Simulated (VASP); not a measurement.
# A slab model of Pb(111), strained, part 2 of 4

Aim: model Pb(111), strained by a slab and find how far its highest filled level lies below the vacuum.

VASP 6.6.1; PBE with D3(BJ); plane waves and PAW (Pb).

So far. Step 2 (Relaxing the slab): The run ended after 5 ionic steps, 0.006 eV below its first step, once the forces on the free atoms met EDIFFG = -0.03.

### Step 3. Vacuum level and density of states

A static run writes the electrostatic potential without exchange and correlation (LVHAR), which is flat in the vacuum and gives the level to count from. The dipole correction cancels the field that unlike faces would set up across the vacuum.

The input, INCAR:

```
SYSTEM = Pb
PREC = Normal
ENCUT = 300
EDIFF = 1E-06
NELM = 120
ISMEAR = -1
SIGMA = 0.1
LREAL = .FALSE.
ALGO = Fast
GGA = PE
IVDW = 12
NBANDS = 22
LORBIT = 11
LWAVE = .FALSE.
LCHARG = .TRUE.
LASPH = .TRUE.
IDIPOL = 3
LDIPOL = .TRUE.
DIPOL = 0.5 0.5 0.5
LVHAR = .TRUE.
LVACPOTAV = .TRUE.
LELF = .TRUE.
NEDOS = 1500
```

The input, POSCAR:

```
Pb
1.0
    3.5850313800      0.0000000000      0.0000000000
   -1.7925156900      3.1047282500      0.0000000000
    0.0000000000      0.0000000000     26.4109222428
Pb
4
Direct
    0.0000000000      0.0000000000      0.3416952955
    0.6666666700      0.3333333300      0.4455935717
    0.3333333300      0.6666666700      0.5544064283
    0.0000000000      0.0000000000      0.6583047045
```

The input, KPOINTS:

```
Automatic mesh
0
Gamma
12 12 1
0 0 0
```

The input, KPOINTS_OPT:

```
Line mode
14
Line-mode
Reciprocal
  0.00000000   0.00000000   0.00000000 GAMMA
  0.50000000   0.00000000   0.00000000 M

  0.50000000   0.00000000   0.00000000 M
  0.33333333   0.33333333   0.00000000 K

  0.33333333   0.33333333   0.00000000 K
  0.00000000   0.00000000   0.00000000 GAMMA
```

PAW data sets: Pb (PBE family, release 64).

Started as:

```bash
> mpirun -np 2 vasp_std
```

The log of the run:

```text
[banner, memory and clock lines left out]
running    2 mpi-ranks, on    1 nodes
 distrk:  each k-point on    2 cores,    1 groups
 distr:  one band on    1 cores,    2 groups

 POSCAR found type information on POSCAR Pb
 POSCAR found :  1 types and       4 ions
 LDA part: xc-table for (Slater+PW92), standard interpolation
 POSCAR, INCAR and KPOINTS ok, starting setup
 FFT: planning ... GRIDC
 FFT: planning ... GRID_SOFT
 FFT: planning ... GRID
 WAVECAR not read
 entering main loop
       N       E                     dE             d eps       ncg     rms          rms(c)
DAV:   1     0.595202781440E+02    0.59520E+02   -0.29823E+03   836   0.318E+02
DAV:   2    -0.763962154852E+01   -0.67160E+02   -0.62391E+02  1216   0.715E+01
DAV:   3    -0.138034500624E+02   -0.61638E+01   -0.60842E+01  1074   0.250E+01
DAV:   4    -0.140462712186E+02   -0.24282E+00   -0.24275E+00  1120   0.492E+00
DAV:   5    -0.140497032394E+02   -0.34320E-02   -0.34320E-02  1122   0.629E-01    0.872E+00
RMM:   6    -0.139849451765E+02    0.64758E-01   -0.13231E-02  1000   0.347E-01    0.515E+00
RMM:   7    -0.139784077999E+02    0.65374E-02   -0.36977E-02  1022   0.573E-01    0.935E-01
RMM:   8    -0.139556001418E+02    0.22808E-01   -0.79386E-03  1072   0.309E-01    0.273E-01
RMM:   9    -0.139550671988E+02    0.53294E-03   -0.14511E-03  1068   0.141E-01    0.130E-01
RMM:  10    -0.139545393784E+02    0.52782E-03   -0.41390E-04  1088   0.722E-02    0.328E-02
RMM:  11    -0.139545789726E+02   -0.39594E-04   -0.80841E-05  1080   0.309E-02    0.202E-02
RMM:  12    -0.139545971978E+02   -0.18225E-04   -0.95513E-05  1111   0.249E-02    0.299E-02
RMM:  13    -0.139547357558E+02   -0.13856E-03   -0.11883E-05  1098   0.120E-02    0.968E-03
RMM:  14    -0.139548221435E+02   -0.86388E-04   -0.19391E-05  1123   0.103E-02    0.754E-03
RMM:  15    -0.139548491039E+02   -0.26960E-04   -0.30330E-06  1042   0.442E-03    0.297E-03
RMM:  16    -0.139548669491E+02   -0.17845E-04   -0.27069E-06  1024   0.358E-03    0.453E-03
RMM:  17    -0.139548799749E+02   -0.13026E-04   -0.84309E-07   990   0.186E-03    0.112E-03
RMM:  18    -0.139548898405E+02   -0.98656E-05   -0.25294E-07   881   0.110E-03    0.230E-03
RMM:  19    -0.139549007531E+02   -0.10913E-04   -0.27548E-07   821   0.886E-04    0.499E-04
RMM:  20    -0.139549044526E+02   -0.36994E-05   -0.74240E-08   776   0.681E-04    0.195E-04
RMM:  21    -0.139549058421E+02   -0.13895E-05   -0.30181E-08   744   0.608E-04    0.180E-04
RMM:  22    -0.139549059991E+02   -0.15696E-06   -0.52762E-09   654   0.505E-04
|                                                                             |
|           W    W    AA    RRRRR   N    N  II  N    N   GGGG   !!!           |
|           W    W   A  A   R    R  NN   N  II  NN   N  G    G  !!!           |
|           W    W  A    A  R    R  N N  N  II  N N  N  G       !!!           |
|           W WW W  AAAAAA  RRRRR   N  N N  II  N  N N  G  GGG   !            |
|           WW  WW  A    A  R   R   N   NN  II  N   NN  G    G                |
|           W    W  A    A  R    R  N    N  II  N    N   GGGG   !!!           |
|                                                                             |
|     Did not find any points to average over, which means that no vacuum     |
|     field-free region was found. Please increase the size of  your cell     |
|     in the dimension of the dipole correction to obtain accurate            |
|     workfunction values.                                                    |
|                                                                             |

   1 F= -.15185481E+02 E0= -.15149491E+02  d E =-.719817E-01
 Start KPOINTS_OPT (optional k-point list driver)
k-point batch [1-19\42]
       N       E                     dE             ncg
DAV:   1    -0.309946384832E+03   -0.49632E+04      836
DAV:   2    -0.146614280324E+04   -0.11562E+04     1186
DAV:   3    -0.157575876583E+04   -0.10962E+03     1056
DAV:   4    -0.157987948958E+04   -0.41207E+01     1146
DAV:   5    -0.157993715704E+04   -0.57667E-01     1098
DAV:   6    -0.157993968218E+04   -0.25251E-02     1190
DAV:   7    -0.157993970173E+04   -0.19548E-04     1112
DAV:   8    -0.157993970239E+04   -0.66596E-06      904
[...]
k-point batch [39-42\42]
       N       E                     dE             ncg
DAV:   1     0.506916237456E+04   -0.23068E+03      176
DAV:   2     0.490225670947E+04   -0.16691E+03      254
DAV:   3     0.488100812560E+04   -0.21249E+02      240
DAV:   4     0.488008174088E+04   -0.92638E+00      262
DAV:   5     0.488007398932E+04   -0.77516E-02      228
DAV:   6     0.488007354177E+04   -0.44755E-03      280
DAV:   7     0.488007353795E+04   -0.38233E-05      228
DAV:   8     0.488007353786E+04   -0.94201E-07      200
```

It took 33 s on 2 MPI ranks of Intel Xeon Platinum 8259CL at 2.50GHz (Skylake/Cascade Lake), shared host; peak memory 0.37 GiB; 64 s of CPU time.

OUTCAR, selected parts (step 3):

```text
The static configuration has the point symmetry D_3d.

 Found     19 irreducible k-points:

   k-points           NKPTS =     19   k-points in BZ     NKDIM =     19   number of bands    NBANDS=     22

   NELECT =      16.0000    total number of electrons

 E-fermi :  -0.2354

 k-point     1 :       0.0000    0.0000    0.0000
  band No.  band energies     occupation
    ...
      2     -10.9038      2.00000
      3      -9.6273      2.00000
      4      -8.5037      2.00000
      5      -3.3643      2.00000
      6      -1.4174      1.99999
      7       1.1298      0.00000
      8       2.9430      0.00000
      9       3.4537      0.00000
     10       4.3674      0.00000
     11       4.4496      0.00000
    ...

 k-point     2 :       0.0833    0.0000    0.0000
  band No.  band energies     occupation
    ...
      2     -10.7945      2.00000
      3      -9.5248      2.00000
      4      -8.4125      2.00000
      5      -3.2431      2.00000
      6      -1.3215      1.99996
      7       1.1743      0.00000
      8       3.0060      0.00000
      9       3.5243      0.00000
     10       3.7798      0.00000
     11       4.1686      0.00000
    ...

 Edisp (eV)   -1.23058

  Total      -2.01998    -2.01998    -0.23846     0.00000     0.00000    -0.00000
  in kB     -11.00927   -11.00927    -1.29965     0.00000     0.00000    -0.00000
  external pressure =       -7.77 kB  Pullay stress =        0.00 kB

 POSITION                                       TOTAL-FORCE (eV/Angst)
 -----------------------------------------------------------------------------------
      0.00000      0.00000      9.02449        -0.000000      0.000000      0.023503
      1.79252      1.03491     11.76854        -0.000000      0.000000      0.011924
     -0.00000      2.06982     14.64239         0.000000     -0.000000     -0.011924
      0.00000      0.00000     17.38643         0.000000     -0.000000     -0.023503
 -----------------------------------------------------------------------------------
    total drift:                               -0.000000     -0.000000     -0.000000

  FREE ENERGIE OF THE ION-ELECTRON SYSTEM (eV)
  ---------------------------------------------------
  free  energy   TOTEN  =       -15.1854814434 eV

  energy  without entropy=      -15.1134997047  energy(sigma->0) =      -15.14949057

 vacuum level on the upper side and lower side of the slab         3.646         3.646

[... 8 parts as in an earlier step ...]

[... 6 further parts left out ...]
```

This step gave:

- electronic cycles: 22
- Fermi energy: -0.2354 eV
- DOS at the Fermi level: 2.237 states/eV/cell
- vacuum levels: 3.646, 3.646 eV
- work functions of the upper and lower face: 3.881, 3.881 eV

Electronic bands along the path, in eV, zero at the Fermi level; # counts the bands kept:

```
          point     #5     #6     #7     #8     #9    #10    #11    #12
              Γ  -3.13  -1.18   1.37   3.18   3.69   4.60   4.68   5.22
0.46 of the way  -2.25  -0.69   0.20   0.83   1.72   2.31   2.94   3.34
              M  -3.67  -2.84  -2.53  -1.96   0.81   1.47   2.03   2.17
0.46 of the way  -3.35  -2.51  -2.27  -1.73   0.16   0.44   0.89   1.90
              K  -2.29  -2.29  -2.09  -1.35  -1.35  -0.85  -0.08  -0.08
0.46 of the way  -1.67  -1.00  -0.64  -0.10   0.56   0.74   1.88   2.55
              Γ  -3.13  -1.18   1.37   3.18   3.69   4.60   4.68   5.22
```

The density of states has structure finer than the step of the table below, so its rows give means over 1 eV, whole bins alone (the curve runs from -12.0 to 7.91 eV). Peaks (eV: height): total 3.1: 4.62, 4.5: 4.62, 5.7: 4.62, 7.2: 5.56; Pb s -6.9: 2.80; Pb p -2.1: 2.24, 2.2: 2.10, 3.1: 2.60, 4.4: 2.18; Pb d 3.1: 0.312, 4.5: 0.267, 7.3: 1.11.

Means over bins of 0.072 eV. Table of density of states by energy, zero at the Fermi level; means over each step; values in states/eV/cell:

```
energy (eV)   total     Pb s    Pb p     Pb d
        -11   0.435    0.337  0.0128   1.3e-5
        -10   0.948    0.722  0.0505  0.00157
         -9    1.56     1.20  0.0959  0.00713
         -8    2.53     2.06   0.107   0.0190
         -7    2.49     2.17  0.0502   0.0149
         -6  0.0446   0.0400  3.8e-4   1.8e-4
         -5       0        0       0        0
         -4   0.127  0.00225  0.0793   8.9e-4
         -3    1.35   0.0373   0.831   0.0190
         -2    3.02    0.144    1.85   0.0622
         -1    2.36    0.172    1.37   0.0596
          0    2.06    0.106    1.21   0.0935
          1    2.80    0.118    1.58    0.163
          2    3.11   0.0839    1.82    0.196
          3    3.66   0.0749    2.06    0.245
          4    3.22   0.0581    1.59    0.194
          5    3.57   0.0409    1.36    0.192
          6    4.23   0.0567   0.982    0.450
          7    4.56   0.0682   0.518    0.786
```

The planar average of the electrostatic potential oscillates, so the rows of the table below give means over windows of 1 Å about each position, cut where the curve ends. Its maxima inside the range that stand out by 2 % of the span (Å: eV): 10.4: 1.13, 13.2: 1.56, 16.0: 1.13. Its minima: 9.1: -9.84, 11.8: -9.91, 14.6: -9.91, 17.3: -9.84.

Zero at the Fermi level. The planar average of the electrostatic potential by height; means over each step:

```
height (Å)  planar average of the electrostatic potential (eV)
         0                                                3.88
         1                                                3.88
         2                                                3.88
         3                                                3.88
         4                                                3.88
         5                                                3.88
         6                                                3.84
         7                                                3.45
         8                                               -1.15
         9                                               -8.92
        10                                               -2.27
        11                                               -4.16
        12                                               -8.47
        13                                              -0.241
        14                                               -5.34
        15                                               -7.77
        16                                              -0.439
        17                                               -7.61
        18                                               -5.44
        19                                                2.71
        20                                                3.77
        21                                                3.87
        22                                                3.88
        23                                                3.88
        24                                                3.88
        25                                                3.88
        26                                                3.88
```

Density of states in the PAW spheres, an atom over height of the layer and energy from the Fermi level.

Values in states/eV, 22 rows by 4 columns, each cell a mean:
```
0.362 0.261 0.261 0.362
0.424 0.318 0.318 0.424
0.429 0.316 0.316 0.429
0.455 0.390 0.390 0.455
0.426 0.358 0.358 0.426
0.444 0.445 0.445 0.444
0.512 0.631 0.631 0.512
0.394 0.533 0.533 0.394
0.285 0.371 0.371 0.285
0.114 0.189 0.189 0.114
0.060 0.120 0.120 0.060
0.011 0.022 0.022 0.011
0.000 0.001 0.001 0.000
0.000 0.000 0.000 0.000
0.000 0.000 0.000 0.000
0.000 0.000 0.000 0.000
0.000 0.000 0.000 0.000
0.015 0.022 0.022 0.015
0.267 0.367 0.367 0.267
0.686 0.668 0.668 0.686
0.708 0.526 0.526 0.708
0.613 0.588 0.588 0.613
```
Columns: height of the layer (Å) from 9 to 17.4; rows upwards: energy from the Fermi level (eV) from -7.9 to 0.5.

ELF in the ca plane at fractional y = 0.000, with atoms of Pb within 0.2 Å of it. It is the smooth field of the valence electrons, not physical close to the nuclei.

Values, 5 rows by 16 columns, each cell a mean:
```
0.24 0.79 0.94 0.84 0.40 0.31 0.18 0.16 0.30 0.38 0.81 0.94 0.82 0.28 0.03 0.00
0.10 0.44 0.69 0.51 0.39 0.67 0.42 0.38 0.67 0.41 0.48 0.69 0.48 0.12 0.01 0.00
0.06 0.22 0.37 0.29 0.43 0.80 0.53 0.48 0.80 0.47 0.28 0.38 0.24 0.06 0.01 0.00
0.14 0.58 0.82 0.65 0.38 0.55 0.34 0.31 0.55 0.38 0.61 0.83 0.62 0.17 0.02 0.00
0.27 0.83 0.95 0.87 0.42 0.26 0.14 0.13 0.25 0.39 0.84 0.95 0.86 0.32 0.03 0.00
```
Columns run along c (16.0 Å, from fractional 0.24 to 0.85 of the cell), rows up along a (3.6 Å). Atoms in or near the plane, at fractional coordinates: Pb at (0.34, 0.00), Pb at (0.66, 0.00).

Valence density in the ca plane at fractional y = 0.000, with atoms of Pb within 0.2 Å of it. It is the smooth field of the valence electrons, not physical close to the nuclei.

Ten even steps from '0' (0.00 e/Å³) to '9' (0.24 e/Å³), each cell a mean:
```
00137974588543332211223333478645995200000000
00125898887544444322234444468989973100000000
00013578865445676433456765445788742100000000
00011345443356888644578876433454321000000000
00001234433357898644578886433344321000000000
00012466654346787543467875434566531000000000
00024799986445555322345654457899853100000000
00136987788544433222223444468867984100000000
00137963478643332211122333478534895200000000
```
Columns run along c (16.0 Å, from fractional 0.24 to 0.85 of the cell), rows up along a (3.6 Å). Atoms in or near the plane, at fractional coordinates: Pb at (0.34, 0.00), Pb at (0.66, 0.00).

Electrostatic potential energy in the ca plane at fractional y = 0.000, with atoms of Pb within 0.2 Å of it. With pseudopotentials it is smooth inside the atoms' cores, unlike the true potential.

Values in eV, 5 rows by 16 columns, each cell a mean:
```
  3  -6 -29 -22   1   1   2   2   1   1 -22 -29  -6   3   4   4
  3   1  -9  -5   0  -8   0   0  -8   0  -5  -9   1   3   4   4
  4   3   1   1  -1 -15  -3  -3 -15  -1   1   1   3   4   4   4
  3   0 -16 -10   1  -4   1   1  -4   1 -10 -16   0   3   4   4
  3  -7 -31 -25   0   2   2   2   2   0 -25 -31  -7   3   4   4
```
Columns run along c (16.0 Å, from fractional 0.24 to 0.85 of the cell; values clipped at the 3rd and 97th percentile), rows up along a (3.6 Å). Atoms in or near the plane, at fractional coordinates: Pb at (0.34, 0.00), Pb at (0.66, 0.00).

The density of states holds every band computed, so its fall toward the upper end of the range is no gap.

The map of layer states is cut here 0.5 eV above the Fermi level, so it leaves out the states above that.

The vacuum level lies 3.88 eV above the Fermi level at the upper face; both faces agree, as the slab has next to no dipole.

The program found no field-free point at its default tolerance, but its printed level agrees with the flat part of the planar average.

On this mesh the fine structure of the density of states is sampling noise, and high empty states may be cut by the number of bands.

(Continued in part 3 of 4.)

[Lines on the potential files, build, host, timing and source positions are cut from VASP's logs without a mark.]

[Logs are printed without paths, hosts, clocks, repeated set-up lines and the standing remarks that a program may print on its own settings, such as how far it seeks lower states.]

[Hosts, paths, dates, database ids (printed as entryN), source tags and the programs' standing remarks are cut or masked in the printed files.]

[In band tables of VASP the shares of atoms and orbitals are scaled to a sum of 1 inside the atoms' spheres.]

[Runs that stopped without an error message from VASP are left out.]
